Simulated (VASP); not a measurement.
Here is a VASP 6.6.1 calculation.

INCAR

```
ALGO = Fast ; EDIFF = 1E-4
EDIFFG = -0.08 ; ENCUT = 520
GGA = PE ; IBRION = 2
ISIF = 3 ; ISMEAR = 0
LASPH = True ; LCHARG = False
LREAL = False ; LWAVE = False
NELM = 60 ; NSW = 24
PREC = Normal ; SIGMA = 0.15
```

Contents of KPOINTS:

```
k-points
0
Gamma
  4 4 2
```

File POSCAR:

```
Mg2CdS3
1.0
    4.3691130300      0.0000000000      0.0000000000
   -2.1845565200      3.7837628800      0.0000000000
    0.0000000000      0.0000000000      9.3719338400
Mg Cd S
2 1 3
Direct
    0.3333333300      0.6666666700      0.0000000000
    0.6666666700      0.3333333300      0.0000000000
    0.0000000000      0.0000000000      0.5000000000
    0.0000000000      0.0000000000      0.7896457000
    0.0000000000      0.0000000000      0.2103543000
    0.0000000000      0.0000000000      0.0000000000
```

Potentials or basis: VASP PAW PBE potentials, release 64 (Mg, Cd, S).

Run with:

```sh
$ cat potpaw_PBE.64/Mg/POTCAR potpaw_PBE.64/Cd/POTCAR potpaw_PBE.64/S/POTCAR > POTCAR
$ mpirun -np 1 vasp_std > vasp.out
```

(1) What does it give for the band gap on the k mesh?

(2) What does it give for the relaxed cell?

(3) Predict the space group after relaxing (to 0.05 Å).

(4) Estimate the relaxed volume.

Results:

(1) none (metal or under the smearing width).

(2) a = 4.728 Å, b = 4.728 Å, c = 9.756 Å, α = 90.00°, β = 90.00°, γ = 120.00°.

(3) P6/mmm (No. 191).

(4) 31.48 Å³/atom.

Caveat: the k mesh is coarse (spacing up to 0.42 Å⁻¹), so the values aren't converged; the volume moved by over 15 % at a fixed basis, so the end points are rough.
